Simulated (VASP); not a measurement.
A run of VASP 6.6.1 is set up as follows.

The input INCAR:

```
  PREC = Accurate
  ENCUT = 520
  EDIFF = 1E-6
  ISMEAR = -1
  SIGMA = 0.05
  LREAL = False
  LASPH = True
  NELM = 100
  ALGO = Fast
  ISIF = 2
  LWAVE = False
  LCHARG = False
  ISPIN = 2
  MAGMOM = 2 2
  LORBIT = 11
  LMAXMIX = 4
  GGA = PE
```

KPOINTS

```
regular mesh
0
Gamma
  16 16 10
```

The input POSCAR:

```
Co
1.0
    2.5070000000      0.0000000000      0.0000000000
   -1.2535000000      2.1711256873      0.0000000000
    0.0000000000      0.0000000000      4.0690000000
Co
2
Direct
    0.3333333333      0.6666666667      0.2500000000
    0.6666666667      0.3333333333      0.7500000000
```

Contents of KPOINTS_OPT:

```
explicit points
26
Reciprocal
 0.0000000000  0.0000000000  0.0000000000 1
 0.0000000000  0.0000000000  0.0200000000 1
 0.0000000000  0.0000000000  0.0400000000 1
 0.0000000000  0.0000000000  0.0600000000 1
 0.0000000000  0.0000000000  0.0800000000 1
 0.0000000000  0.0000000000  0.1000000000 1
 0.0000000000  0.0000000000  0.1200000000 1
 0.0000000000  0.0000000000  0.1400000000 1
 0.0000000000  0.0000000000  0.1600000000 1
 0.0000000000  0.0000000000  0.1800000000 1
 0.0000000000  0.0000000000  0.2000000000 1
 0.0000000000  0.0000000000  0.2200000000 1
 0.0000000000  0.0000000000  0.2400000000 1
 0.0000000000  0.0000000000  0.2600000000 1
 0.0000000000  0.0000000000  0.2800000000 1
 0.0000000000  0.0000000000  0.3000000000 1
 0.0000000000  0.0000000000  0.3200000000 1
 0.0000000000  0.0000000000  0.3400000000 1
 0.0000000000  0.0000000000  0.3600000000 1
 0.0000000000  0.0000000000  0.3800000000 1
 0.0000000000  0.0000000000  0.4000000000 1
 0.0000000000  0.0000000000  0.4200000000 1
 0.0000000000  0.0000000000  0.4400000000 1
 0.0000000000  0.0000000000  0.4600000000 1
 0.0000000000  0.0000000000  0.4800000000 1
 0.0000000000  0.0000000000  0.5000000000 1
```

Potentials or basis: VASP PAW PBE potentials, release 64 (Co).

Run with:

```bash
$ cat potpaw_PBE.64/Co/POTCAR > POTCAR
$ mpirun -np 1 vasp_std > vasp.out
```

Question: What does it give for the net moment?

Answer: 3.19 μB per cell.

Question: Estimate the site moments.

Answer: Co +1.62 μB.

Question: What does it give for the band gap along the path?

Answer: None (metal or under the smearing width).

Stress tensor (GPa, compression positive):
```
-4.69  0.00  0.00
 0.00 -4.69  0.00
 0.00  0.00 -5.62
```
